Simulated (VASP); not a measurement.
Method: LDA (Ceperley-Alder, Perdew-Zunger), VASP's LDA PAW potentials (set 64) (plane waves; VASP). Each cell was relaxed at this level.

**Question.** Which of these has an unstable (imaginary) mode at Γ?
(A) Rb2O2, Immm (71)
(B) Te2Rh, P-3m1 (164)
(C) BaTiO3, Pm-3m (221)
(D) CoSi2, Fm-3m (225)

**Answer.** C, BaTiO3, Pm-3m (221). Its optical Γ-point modes are 155i (×3), 186 (×3), 291 (×3), 477 (×3) cm⁻¹.
